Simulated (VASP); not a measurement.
OSZICAR of a VASP run on ZnS (wurtzite):

**OSZICAR**
```
       N       E                     dE             d eps       ncg     rms          rms(c)
DAV:   1     0.247577248862E+03    0.24758E+03   -0.17791E+04  1056   0.203E+03
DAV:   2     0.169077972931E+02   -0.23067E+03   -0.22585E+03  1086   0.389E+02
DAV:   3    -0.590052079921E+01   -0.22808E+02   -0.22707E+02  1266   0.123E+02
DAV:   4    -0.643736343703E+01   -0.53684E+00   -0.53628E+00  1248   0.194E+01
DAV:   5    -0.644696545159E+01   -0.96020E-02   -0.96010E-02  1296   0.254E+00    0.109E+01
DAV:   6    -0.558889444128E+01    0.85807E+00   -0.20594E+00  1620   0.442E+01    0.835E+00
DAV:   7    -0.562574308877E+01   -0.36849E-01   -0.20961E+00  1128   0.841E+00    0.351E+00
DAV:   8    -0.560034620352E+01    0.25397E-01   -0.11448E-01  1410   0.419E+00    0.122E+00
DAV:   9    -0.560033269516E+01    0.13508E-04   -0.24415E-02  1464   0.235E+00    0.301E-01
DAV:  10    -0.560038612691E+01   -0.53432E-04   -0.88487E-04  1218   0.387E-01    0.171E-01
DAV:  11    -0.560046045570E+01   -0.74329E-04   -0.18595E-04  1330   0.118E-01    0.653E-02
DAV:  12    -0.560045274715E+01    0.77085E-05   -0.35415E-05  1594   0.100E-01    0.108E-02
DAV:  13    -0.560045328372E+01   -0.53657E-06   -0.56380E-06  1254   0.156E-02    0.596E-03
DAV:  14    -0.560045339751E+01   -0.11379E-06   -0.18353E-07   900   0.375E-03    0.137E-03
DAV:  15    -0.560045337207E+01    0.25442E-07   -0.27429E-08   774   0.324E-03
   1 F= -.56004534E+01 E0= -.56004534E+01  d E =-.560045E+01
       N       E                     dE             d eps       ncg     rms          rms(c)
DAV:   1    -0.560101047943E+01   -0.55708E-03   -0.27718E-02  1074   0.121E+00    0.117E-01
DAV:   2    -0.560079133257E+01    0.21915E-03   -0.75773E-04  1470   0.390E-01    0.704E-02
DAV:   3    -0.560067365921E+01    0.11767E-03   -0.15844E-04  1230   0.159E-01    0.170E-02
DAV:   4    -0.560067361619E+01    0.43017E-07   -0.52574E-05  1152   0.621E-02    0.115E-02
DAV:   5    -0.560067371476E+01   -0.98575E-07   -0.28754E-06  1284   0.189E-02    0.884E-03
DAV:   6    -0.560067355218E+01    0.16258E-06   -0.49213E-07  1176   0.121E-02    0.315E-03
DAV:   7    -0.560067355577E+01   -0.35848E-08   -0.22128E-07   800   0.409E-03
   2 F= -.56006736E+01 E0= -.56006736E+01  d E =-.220184E-03
       N       E                     dE             d eps       ncg     rms          rms(c)
DAV:   1    -0.560341489427E+01   -0.27413E-02   -0.20552E-01  1062   0.330E+00    0.319E-01
DAV:   2    -0.560178728603E+01    0.16276E-02   -0.56646E-03  1464   0.106E+00    0.192E-01
DAV:   3    -0.560092116371E+01    0.86612E-03   -0.11712E-03  1218   0.430E-01    0.471E-02
DAV:   4    -0.560091986628E+01    0.12974E-05   -0.39024E-04  1164   0.169E-01    0.312E-02
DAV:   5    -0.560092064269E+01   -0.77641E-06   -0.22092E-05  1230   0.525E-02    0.242E-02
DAV:   6    -0.560091939031E+01    0.12524E-05   -0.40250E-06  1334   0.339E-02    0.820E-03
DAV:   7    -0.560091948621E+01   -0.95901E-07   -0.16713E-06  1340   0.109E-02    0.264E-03
DAV:   8    -0.560091946276E+01    0.23449E-07   -0.11198E-07   582   0.621E-03
   3 F= -.56009195E+01 E0= -.56009195E+01  d E =-.466091E-03
```

**Question.** Which electronic solver shows in the log?

**Answer.** It is blocked Davidson (ALGO = Normal, or the opening steps of other solvers). The INCAR had ALGO = Normal.

**Question.** Can the final energy be trusted as converged?

**Answer.** The calculation finished and met its thresholds. It stopped with EDIFF = 1E-7, NELM = 100, NSW = 30 and EDIFFG = -0.01 after 3 ionic steps (rev-vdW-DF2, plane waves, VASP's PBE PAW potentials (set 64)).

The compound is ZnS in the wurtzite structure, the high-temperature form. This cell is one point of a volume scan, at 0.94 of the reference volume. Symmetry was kept, so distortions that lower it aren't found.
